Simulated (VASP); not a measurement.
# Ta₂N (relaxed from the CdI2 structure, space group P-3m1): computed properties

The numbers are results of r2SCAN meta-GGA, VASP's PBE PAW potentials (set 64) (plane waves; VASP), not measurements.

For Ta₂N, the space group comes out as P-3m1 (164) and the cell comes out as a = b = 3.073 Å, c = 4.910 Å, α = β = 90.00°, γ = 120.00°. The volume per atom comes out as 13.39 Å^3/atom and the band gap (over mesh and band path) comes out as none (metal, semimetal or under 0.01 eV). The band gap with spin-orbit coupling is none (metallic) and the density comes out as 15.54 g/cm³.

```
Ta2N
1.0
    3.07328     0.00000     0.00000
   -1.53664     2.66154     0.00000
    0.00000     0.00000     4.90971
N Ta
1 2
Direct
  0.00000   0.00000   0.00000
  0.33333   0.66667   0.25797
  0.66667   0.33333   0.74203
```

Unless said otherwise, spin-orbit coupling is left out, though it shifts the bands of the heavy elements here.

The structure was generated: Ta2N was put into the CdI2 type (P-3m1), which need not be its known phase. It was relaxed first, which changed the volume by +19 %. Symmetry was kept, so distortions that lower it aren't found. The electron count is odd and the run is not spin-polarised, which forces a metal.
